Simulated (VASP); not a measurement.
Energy against volume of FeAl (CsCl type). All values below come from revTPSS meta-GGA, VASP's PBE PAW potentials (set 64) (plane waves; VASP 6.6.1). Run with 520 eV cut-off, 13×13×13 Γ-centred mesh, first-order Methfessel-Paxton smearing of 0.10 eV, potentials Al Fe.

| V (Å³/atom) | E (eV/atom) |
|---|---|
| 10.764 | -5.81616 |
| 11.108 | -5.83811 |
| 11.452 | -5.84518 |
| 11.795 | -5.83951 |

**Question.** Fit these four points and predict the energy of the run at 12.139 Å³/atom.

**Answer.** A cubic in V^(−2/3), the third-order Birch-Murnaghan form, passes through the four points with V0 = 11.46 Å³/atom and B0 = 197 GPa, and gives -5.8229 eV/atom there. The run gave -5.8230 eV/atom, -0.1 meV/atom from the fit; all five points give B0 = 197 GPa.

The compound is FeAl in the CsCl type structure. It was relaxed first, which changed the volume by -7 %. The run is not spin-polarised, so no magnetic state was tried.
